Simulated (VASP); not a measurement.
# Ba: stress against strain

Ba (bcc, Im-3m, 58.643 Å³/atom and stress up to 0.03 GPa in the relaxed cell, cube axes along x, y and z) under a strain ε along a cube axis (axis z), the other axes held. PBEsol in VASP (plane waves, PAW), 480 eV, 12×12×12 Γ-centred mesh, Methfessel-Paxton smearing 0.10 eV. Against the start cell, which lies near the measured one, the relaxed cell differs by -7.3 % in volume; the values below rest on it. Stress is positive for a compressed cell.

Here s stands for strain and y for stress zz.

```csv
strain (%),stress zz (GPa)
-3.00,?
-1.50,0.17
-1.00,0.10
-0.50,0.03
0.00,-0.03
0.50,-0.09
1.00,-0.14
1.50,-0.20
```

The 7 complete rows are fitted with a straight line, y against s. Means: s 0, y -0.023. About the means, the sum of products is -0.85500 and the sum of squares of s is 7.0000; the slope is their ratio. Least squares gives y = -0.023 - 0.1221·s. Residuals (row less fit): 0.010, 0.001, -0.008, -0.007, -0.006, 0.005, 0.006; standard error 0.008 (degrees of freedom: 5). The slope gives the elastic constant C11 = about 12 GPa.

Q: Predict the withheld y at s = -3.00 from the fit, and compare with the calculation.

A: y = -0.023 - 0.1221 × (-3.0) = 0.343 GPa. The calculation gives 0.39 GPa, 0.047 GPa above the prediction (8.0 % of the range of y in the table). The row lies outside the fitted rows, so this is an extrapolation. From the scatter of the fitted rows alone, a prediction at this place has a standard error of 0.012 GPa, so the miss is 3.9 times that.

A polynomial of degree 2 through the 12 other runs of the series gives 0.38 there, so most of the miss is curvature that the fit leaves out. In a metal these values are sensitive to mesh and smearing; energies are taken to zero smearing, stresses follow the free energy. Rows are the converged runs of the series near zero and its far end, less any whose ions stayed unrelaxed beside relaxed ones; series whose fitted rows scatter by over a few per cent of the range, as at a crossing or softening among them, aren't shown in this form. Most that stay on the fit to the last digits aren't either.
